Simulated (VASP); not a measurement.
Computed with vdW-DF-cx, VASP's PBE PAW potentials (set 64) (plane waves; VASP).

Input for VASP

### KPOINTS
```
Automatic
0
G
 8 8 8
0 0 0
```

INCAR:
```
SYSTEM = Al3Sc
PREC = Accurate; ENCUT = 520; LREAL = .False.
LASPH = .True.
EDIFF = 1E-7; NELM = 100; ALGO = Normal
LMAXMIX = 4
ISMEAR = 1; SIGMA = 0.1
GGA = CX; LUSE_VDW = .True.; AGGAC = 0.0
ISIF = 2
LWAVE = .False.; LCHARG = .False.
```

POSCAR:
```
Al3Sc
1
    4.0431831651     0.0000000000     0.0000000000
    0.0000000000     4.0431831651     0.0000000000
    0.0000000000     0.0000000000     4.0431831651
Sc Al
1 3
Direct
  0.0000000000   0.0000000000   0.0000000000
  0.0000000000   0.5000000000   0.5000000000
  0.5000000000   0.0000000000   0.5000000000
  0.5000000000   0.5000000000   0.0000000000
```

POTCAR, in this order: Sc_sv Al (PBE.64 set). Program: vasp_std.

What VASP printed:

### OSZICAR
```
       N       E                     dE             d eps       ncg     rms          rms(c)
DAV:   1     0.124977409400E+03    0.12498E+03   -0.83925E+03   980   0.130E+03
DAV:   2    -0.641729042612E+01   -0.13139E+03   -0.12996E+03   986   0.371E+02
DAV:   3    -0.142813707169E+02   -0.78641E+01   -0.76215E+01  1530   0.754E+01
DAV:   4    -0.144220749581E+02   -0.14070E+00   -0.13826E+00  1368   0.108E+01
DAV:   5    -0.144249461922E+02   -0.28712E-02   -0.28705E-02  1430   0.145E+00    0.974E+00
DAV:   6    -0.135663724211E+02    0.85857E+00   -0.44943E+00  1598   0.254E+01    0.364E+00
DAV:   7    -0.135224502895E+02    0.43922E-01   -0.90210E-02  1228   0.265E+00    0.206E+00
DAV:   8    -0.135043676454E+02    0.18083E-01   -0.37218E-02  1488   0.178E+00    0.226E-01
DAV:   9    -0.135041316576E+02    0.23599E-03   -0.29367E-03  1298   0.480E-01    0.932E-02
DAV:  10    -0.135040964530E+02    0.35205E-04   -0.17617E-04  1426   0.127E-01    0.707E-02
DAV:  11    -0.135040936044E+02    0.28486E-05   -0.41377E-05  1528   0.464E-02    0.429E-02
DAV:  12    -0.135040882983E+02    0.53061E-05   -0.27989E-05  1576   0.591E-02    0.623E-03
DAV:  13    -0.135040882028E+02    0.95456E-07   -0.12442E-06  1464   0.149E-02    0.145E-03
DAV:  14    -0.135040882733E+02   -0.70484E-07   -0.26474E-07   956   0.592E-03
   1 F= -.13504088E+02 E0= -.13503774E+02  d E =-.943596E-03
```

**OUTCAR**
```
------------------------ aborting loop because EDIFF is reached ----------------------------------------
  FORCE on cell =-STRESS in cart. coord.  units (eV):
  Direction    XX          YY          ZZ          XY          YZ          ZX
  --------------------------------------------------------------------------------------
  Total        1.2194040      1.2194040      1.2194040     -0.0000000     -0.0000000     -0.0000000
  in kB       29.5588775     29.5588775     29.5588775     -0.0000000     -0.0000000     -0.0000000
  external PRESSURE =      29.5588775 kB  Pullay stress =       0.0000000 kB
  volume of cell :       66.10
      direct lattice vectors                 reciprocal lattice vectors
     4.043183165  0.000000000  0.000000000     0.247329878  0.000000000  0.000000000
     0.000000000  4.043183165  0.000000000     0.000000000  0.247329878  0.000000000
     0.000000000  0.000000000  4.043183165     0.000000000  0.000000000  0.247329878
 POSITION                                       TOTAL-FORCE (eV/Angst)
 -----------------------------------------------------------------------------------
      0.00000      0.00000      0.00000         0.000000      0.000000      0.000000
      0.00000      2.02159      2.02159         0.000000      0.000000      0.000000
      2.02159      0.00000      2.02159         0.000000      0.000000      0.000000
      2.02159      2.02159      0.00000         0.000000      0.000000      0.000000
 -----------------------------------------------------------------------------------
    total drift:                               -0.000000     -0.000000      0.000000
  FREE ENERGIE OF THE ION-ELECTRON SYSTEM (eV)
  ---------------------------------------------------
  free  energy   TOTEN  =       -13.5040882733 eV

  energy  without entropy=      -13.5031446771  energy(sigma->0) =      -13.50377374
```
(Selected blocks of OUTCAR.)

OUTCAR:
```
 val. band max:        7.5241004535   @ k =   0.2500   0.1250   0.1250

 cond. band min:       7.5652088480   @ k =   0.5000   0.2500   0.2500


 Fermi energy:         7.5510243104

 k-point     1 :       0.0000    0.0000    0.0000
  band No.  band energies     occupation
      1     -41.1228      2.00000
      2     -19.9556      2.00000
      3     -19.9556      2.00000
      4     -19.9556      2.00000
      5      -2.6424      2.00000
      6       4.9019      2.00000
      7       4.9019      2.00000
      8       5.7053      2.00000
      9       5.7053      2.00000
     10       5.7053      2.00000
     11       8.8121     -0.00000
     12       8.8502     -0.00000
     13       8.8502     -0.00000
     14       8.8502     -0.00000

 k-point     2 :       0.1250    0.0000    0.0000
  band No.  band energies     occupation
      1     -41.1225      2.00000
      2     -19.9612      2.00000
      3     -19.9551      2.00000
      4     -19.9551      2.00000
      5      -2.4946      2.00000
      6       3.8303      2.00000
      7       5.0138      2.00000
      8       5.7179      2.00000
      9       5.7179      2.00000
     10       6.4000      2.00000
     11       8.7724     -0.00000
     12       8.7724     -0.00000
     13       8.8978     -0.00000
     14       9.3989     -0.00000

 k-point     3 :       0.2500    0.0000    0.0000
  band No.  band energies     occupation
      1     -41.1220      2.00000
      2     -19.9748      2.00000
      3     -19.9541      2.00000
      4     -19.9541      2.00000
      5      -2.0591      2.00000
      6       2.3565      2.00000
      7       5.3295      2.00000
      8       5.7429      2.00000
      9       5.7429      2.00000
     10       7.2116      2.00002
     11       8.6424     -0.00000
     12       8.6424     -0.00000
     13       9.0192     -0.00000
     14      10.1896      0.00000

 k-point     4 :       0.3750    0.0000    0.0000
  band No.  band energies     occupation
...
```

The compound is Al3Sc in the L1_2 structure. This cell is one point of a volume scan, at 0.97 of the reference volume.
